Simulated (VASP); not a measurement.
Consider the following.

```yaml
crystal:
  lattice:
    - [3.01595, 0.00000, 0.00000]
    - [-1.50797, 2.61189, 0.00000]
    - [0.00000, 0.00000, 5.46672]
  atoms:
    - { symbol: Mg, position: [0.00000, 0.00000, 0.00000] }
    - { symbol: Zr, position: [0.66667, 0.33333, 0.50000] }
```

The numbers are results of PBEsol GGA, VASP's PBE PAW potentials (set 64) (plane waves; VASP), not measurements. Numerical set-up: 400 eV cut-off, Gaussian smearing of 0.050 eV, potentials Mg Zr_sv.

Question: Give the energies of bands 5 to 10 at the high-symmetry points, in eV from the Fermi level.

Answer: 
```json
[
 {"band": "5", "Γ": "-6.39", "M": "-2.65", "K": "-0.38", "A": "-5.24", "L": "-2.44", "H": "-0.99"},
 {"band": "6", "Γ": "-2.71", "M": "-1.61", "K": "-0.36", "A": "-4.51", "L": "-2.39", "H": "-0.84"},
 {"band": "7", "Γ": "-0.85", "M": "-1.02", "K": "-0.33", "A": "-0.98", "L": "-0.25", "H": "0.05"},
 {"band": "8", "Γ": "1.45", "M": "-0.31", "K": "-0.26", "A": "1.46", "L": "1.19", "H": "0.24"},
 {"band": "9", "Γ": "1.45", "M": "3.11", "K": "-0.13", "A": "1.46", "L": "1.85", "H": "1.23"},
 {"band": "10", "Γ": "3.74", "M": "4.27", "K": "2.59", "A": "4.26", "L": "3.02", "H": "1.67"}
]
```

It has no gap at this level: it comes out as a metal or semimetal.

The structure comes from a computed database's MgZr entry (P-6m2); how it stands against other phases isn't given here. It was relaxed first.
